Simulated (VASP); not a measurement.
Data:

```
CdCl2
1.0
    1.90853     1.10189     6.06153
   -1.90853     1.10189     6.06153
    0.00000    -2.20378     6.06153
Cd Cl
1 2
Direct
  0.00000   0.00000   0.00000
  0.74546   0.74546   0.74546
  0.25454   0.25454   0.25454
```

The numbers are results of PBEsol GGA, VASP's PBE PAW potentials (set 64) (plane waves; VASP 6.6.1), not measurements. Numerical set-up: 400 eV cut-off, Gaussian smearing of 0.050 eV, potentials Cd Cl.

Task: Give the energies of bands 3 to 16 at the high-symmetry points, in eV from the valence-band maximum.

Result: 
| band | Γ | T | H2 | L | S0 | F |
|---|---|---|---|---|---|---|
| 3 | -6.49 | -6.49 | -6.22 | -6.38 | -6.21 | -6.37 |
| 4 | -6.49 | -6.49 | -6.19 | -6.33 | -6.20 | -6.34 |
| 5 | -6.31 | -6.27 | -6.03 | -6.08 | -6.03 | -6.04 |
| 6 | -6.03 | -6.03 | -6.02 | -5.90 | -6.02 | -5.90 |
| 7 | -6.03 | -6.03 | -5.97 | -5.84 | -5.98 | -5.84 |
| 8 | -3.00 | -2.54 | -3.42 | -3.28 | -3.40 | -3.47 |
| 9 | -0.61 | -1.21 | -2.35 | -2.69 | -2.26 | -2.92 |
| 10 | -0.61 | -0.69 | -2.10 | -1.51 | -2.20 | -1.59 |
| 11 | -0.29 | -0.69 | -1.71 | -1.47 | -1.75 | -1.24 |
| 12 | -0.09 | -0.01 | -0.39 | -0.51 | -0.38 | -0.04 |
| 13 | -0.09 | -0.01 | -0.31 | -0.20 | -0.33 | 0.00 |
| 14 | 3.54 | 4.52 | 5.33 | 5.00 | 5.35 | 4.55 |
| 15 | 6.12 | 6.10 | 8.12 | 7.30 | 8.24 | 6.59 |
| 16 | 9.14 | 9.35 | 8.47 | 9.31 | 8.42 | 8.92 |

The gap is indirect, 3.54 eV, from the valence maximum at F to the conduction minimum at Γ.

The structure comes from a computed database's CdCl2 entry (R-3m); how it stands against other phases isn't given here. It was relaxed first.
